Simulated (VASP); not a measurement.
Runs of VASP 6.6.1 on NaLaMnMoO6. The structure is cubic, space group F-43m (No. 216). The conventional cell has a = 7.725 Å, b = 7.725 Å, c = 7.725 Å, α = 90.00°, β = 90.00°, γ = 90.00°. Na (site symmetry -43m) has 12 O at 2.73 Å as nearest neighbours. La (site symmetry -43m) is surrounded by 12 O at 2.73 Å. Around Mn (site symmetry -43m) lie 6 O at 1.91 Å. Mo (site symmetry -43m) has 6 O at 1.96 Å as nearest neighbours. O (site symmetry 2mm) is surrounded by 1 Mn at 1.91 Å and 1 Mo at 1.96 Å. The cell was built by a generator and needn't be a form met in nature.

```tsv
task	level	cell	cutoff (eV)	gap on the mesh (eV)	pressure (GPa)	moment (μB)	relaxed volume (Å³/atom)	largest force (eV/Å)
relaxation of cell and atoms	PBE+D3(BJ)	relaxed	600	none	0.0	1.15	11.33	-
relaxation of cell and atoms	PBE+D2	relaxed	600	none	0.0	1.14	11.28	-
relaxation of cell and atoms	PBE+D3	relaxed	600	none	0.1	1.15	(a)	0.01
relaxation of cell and atoms	PBE+D4	relaxed	600	none	0.0	1.15	(b)	0.02
optical spectrum	PBE	as given	520	none	0.3	1.16	-	0.05
```

Alike in all rows: potentials or basis VASP PAW PBE potentials, release 64 (Na_pv, La, Mn_pv, Mo_sv, O); spin collinear, ferromagnetic start; k mesh 6 × 6 × 6; smearing fermi-dirac 0.05 eV.

Problem. Fill in the values left out.

Solution. (a) 11.40; (b) 11.34.

Caveats: a cell with one magnetic atom can't hold antiferromagnetic order, which such compounds often take; semilocal functionals often make such compounds metallic where correlation or magnetic order opens a gap, which also shifts bond lengths; pairwise dispersion overbinds metals, which lowers pressure and volume (some runs); atom-pairwise D2, TS and ULG terms overbind metals (some runs).

A k mesh can miss the band edges, and the runs leave out spin-orbit coupling on La, Mo.

A gap of «none» marks a metal or a gap under the smearing width.

Not every run made on this cell is shown here.
